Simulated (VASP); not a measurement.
Method: PBEsol GGA, VASP's PBE PAW potentials (set 64) (plane waves; VASP).

Input for VASP

KPOINTS:
```
Automatic mesh
0
Gamma
8 8 8
0 0 0
```

**INCAR**
```
# general
SYSTEM  = SrO
PREC    = Accurate
ENCUT   = 600   # plane-wave cut-off (eV)
LREAL   = .FALSE.
LASPH   = .TRUE.   # aspherical one-centre terms

# electronic loop
EDIFF   = 1E-7
NELM    = 100   # most electronic steps
ALGO    = Normal   # blocked Davidson
LMAXMIX = 4

# smearing
ISMEAR  = 0   # Gaussian
SIGMA   = 0.05   # width (eV)

# functional
GGA     = PS

# ions
IBRION  = 2
NSW     = 30   # most ionic steps
ISIF    = 2   # forces and stress, cell fixed
EDIFFG  = -0.01

# output
LWAVE   = .FALSE.
LCHARG  = .FALSE.
```

POSCAR:
```
SrO
1.0
  0.0000000000   2.4643003878   2.5669795706
  2.5669795706   0.0000000000   2.5669795706
  2.5669795706   2.4643003878   0.0000000000
Sr O
1 1
Cartesian
  0.0000000000   0.0000000000   0.0000000000
  2.5669795706   2.4643003878   2.5669795706
```

POTCAR, in this order: Sr_sv O (PBE.64 set). Program: vasp_std.

What VASP printed:

OUTCAR:
```
 ion  position               nearest neighbor table
   1  0.000  0.000  0.000-   2 2.46   2 2.46   2 2.57   2 2.57   2 2.57   2 2.57
   2  0.500  0.500  0.500-   1 2.46   1 2.46   1 2.57   1 2.57   1 2.57   1 2.57
  LATTYP: Found a body centered tetragonal cell.
 ALAT       =     3.6302573231
 C/A-ratio  =     1.3576450199
 Subroutine PRICEL returns:
 Original cell was already a primitive cell.
 Subroutine GETGRP returns: Found 16 space group operations
The static configuration has the point symmetry D_4h.
The dynamic configuration has the point symmetry D_4h.
 Subroutine INISYM returns: Found 16 space group operations
 Subroutine IBZKPT returns following result:
 Found     59 irreducible k-points:

 Following reciprocal coordinates:
            Coordinates               Weight
  0.000000  0.000000  0.000000      1.000000
  0.125000  0.000000  0.000000      8.000000
  0.250000  0.000000  0.000000      8.000000
  0.375000  0.000000 -0.000000      8.000000
  0.500000  0.000000  0.000000      4.000000
  0.125000  0.125000  0.000000      4.000000
  0.250000  0.125000  0.000000     16.000000
  0.375000  0.125000 -0.000000     16.000000
  0.500000  0.125000  0.000000     16.000000
 -0.375000  0.125000 -0.000000     16.000000
 -0.250000  0.125000  0.000000     16.000000
 -0.125000  0.125000 -0.000000      8.000000
  0.250000  0.250000  0.000000      4.000000
  0.375000  0.250000 -0.000000     16.000000
  0.500000  0.250000  0.000000     16.000000
 -0.375000  0.250000  0.000000     16.000000
 -0.250000  0.250000 -0.000000      8.000000
  0.375000  0.375000  0.000000      4.000000
  0.500000  0.375000  0.000000     16.000000
 -0.375000  0.375000  0.000000      8.000000
  0.500000  0.500000  0.000000      2.000000
  0.125000  0.000000  0.125000      2.000000
  0.250000  0.000000  0.125000      8.000000
...
```

OSZICAR:
```
       N       E                     dE             d eps       ncg     rms          rms(c)
DAV:   1     0.793883912456E+02    0.79388E+02   -0.95289E+03  1416   0.146E+03
DAV:   2    -0.108870159947E+02   -0.90275E+02   -0.82779E+02  1952   0.262E+02
DAV:   3    -0.145169127278E+02   -0.36299E+01   -0.35957E+01  1836   0.504E+01
DAV:   4    -0.146051976568E+02   -0.88285E-01   -0.88258E-01  1948   0.728E+00
DAV:   5    -0.146065491644E+02   -0.13515E-02   -0.13515E-02  1824   0.764E-01    0.194E+01
DAV:   6    -0.127399299238E+02    0.18666E+01   -0.90782E+00  1608   0.235E+01    0.226E+01
DAV:   7    -0.126271261104E+02    0.11280E+00   -0.50410E-01  1736   0.657E+00    0.131E+01
DAV:   8    -0.126026119471E+02    0.24514E-01   -0.13457E-01  1556   0.403E+00    0.901E-01
DAV:   9    -0.126025400378E+02    0.71909E-04   -0.11390E-02  2092   0.902E-01    0.212E-01
DAV:  10    -0.126028052056E+02   -0.26517E-03   -0.72571E-04  1608   0.278E-01    0.600E-02
DAV:  11    -0.126028600793E+02   -0.54874E-04   -0.85173E-05  1644   0.862E-02    0.327E-02
DAV:  12    -0.126028674523E+02   -0.73730E-05   -0.10431E-05  2048   0.314E-02    0.143E-02
DAV:  13    -0.126028667366E+02    0.71572E-06   -0.16738E-06  1724   0.140E-02    0.241E-03
DAV:  14    -0.126028666696E+02    0.66997E-07   -0.18081E-07  1472   0.401E-03
   1 F= -.12602867E+02 E0= -.12602867E+02  d E =-.126029E+02
```

### OUTCAR
```
------------------------ aborting loop because EDIFF is reached ----------------------------------------
  FORCE on cell =-STRESS in cart. coord.  units (eV):
  Direction    XX          YY          ZZ          XY          YZ          ZX
  --------------------------------------------------------------------------------------
  Total        0.4089819      1.9447278      0.4089819      0.0000000      0.0000000      0.0000000
  in kB       20.1765170     95.9402695     20.1765170      0.0000000      0.0000000      0.0000000
  external PRESSURE =      45.4311012 kB  Pullay stress =       0.0000000 kB
  volume of cell :       32.48
      direct lattice vectors                 reciprocal lattice vectors
     0.000000000  2.464300388  2.566979571    -0.194781449  0.202897343  0.194781449
     2.566979571  0.000000000  2.566979571     0.194781449 -0.202897343  0.194781449
     2.566979571  2.464300388  0.000000000     0.194781449  0.202897343 -0.194781449
  FREE ENERGIE OF THE ION-ELECTRON SYSTEM (eV)
  ---------------------------------------------------
  free  energy   TOTEN  =       -12.6028666696 eV

  energy  without entropy=      -12.6028666696  energy(sigma->0) =      -12.60286667

 reached required accuracy - stopping structural energy minimisation
```
(Selected blocks of OUTCAR.)

The compound is SrO in the rock salt structure. This cell was strained or had an atom moved on purpose.
